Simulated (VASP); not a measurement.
A VASP calculation is set up with these files.

### INCAR
```
SYSTEM = CaCl2
PREC = Accurate
ENCUT = 400
EDIFF = 1E-6
NELM = 100
ALGO = Normal
LREAL = .FALSE.
LASPH = .TRUE.
ISMEAR = 0
SIGMA = 0.05
METAGGA = R2SCAN
LMIXTAU = .TRUE.
LWAVE = .FALSE.
LCHARG = .FALSE.
IBRION = 2
ISIF = 3
NSW = 60
EDIFFG = -0.02
```

**KPOINTS**
```
Automatic mesh
0
Gamma
5 4 3
0 0 0
```

File POSCAR:
```
CaCl2
1
    4.1287662938     0.0000000000     0.0000000000
    0.0000000000     6.2054174256     0.0000000000
    0.0000000000     0.0000000000     6.4202031404
Ca Cl
2 4
Direct
  0.0000000000   0.0000000000   0.0000000000
  0.5000000000   0.5000000000   0.5000000000
  0.0000000000   0.2769541680   0.3268482016
  0.5000000000   0.7769541680   0.1731517984
  0.5000000000   0.2230458320   0.8268482016
  1.0000000000   0.7230458320   0.6731517984
```

POTCAR, in this order: Ca_sv Cl (PBE.64 set). Program: vasp_std.

**Question.** Translate this r2SCAN calculation to Ansatz.

**Answer.** One equivalent input (not run):
Ansatz 0.2 input:
```yaml
crystal:
  lattice:
    - [4.1287663, 0.0000000, 0.0000000]
    - [0.0000000, 6.2054174, 0.0000000]
    - [0.0000000, 0.0000000, 6.4202031]
  atoms:
    - { symbol: Ca, position: [0.0000000, 0.0000000, 0.0000000] }
    - { symbol: Ca, position: [0.5000000, 0.5000000, 0.5000000] }
    - { symbol: Cl, position: [0.0000000, 0.2769542, 0.3268482] }
    - { symbol: Cl, position: [0.5000000, 0.7769542, 0.1731518] }
    - { symbol: Cl, position: [0.5000000, 0.2230458, 0.8268482] }
    - { symbol: Cl, position: [1.0000000, 0.7230458, 0.6731518] }
kpoints:
  mp_grid: { grid: [5, 4, 3] }
hamiltonian:
  xc: r2scan
  pseudopotentials: { kind: paw }
scf:
  occupations: { method: gaussian, width: 0.05 }
  max_iter: 100
relax:
  max_steps: 60
  f_tol: 0.02
  cell: {}
output: { forces: true, stress: true, eigenvalues: true }
```
What does not carry over: each code has its own PAW files, so the cut-off isn't converted (ENCUT is set for VASP's; basis.ecutwfc is left out, and Ansatz then takes the one that its files recommend); Ansatz stops its SCF on the density residual and VASP on the energy change (EDIFF).

The compound is CaCl2 in the sg58 structure. This run relaxes it. Symmetry was kept, so distortions that lower it aren't found.
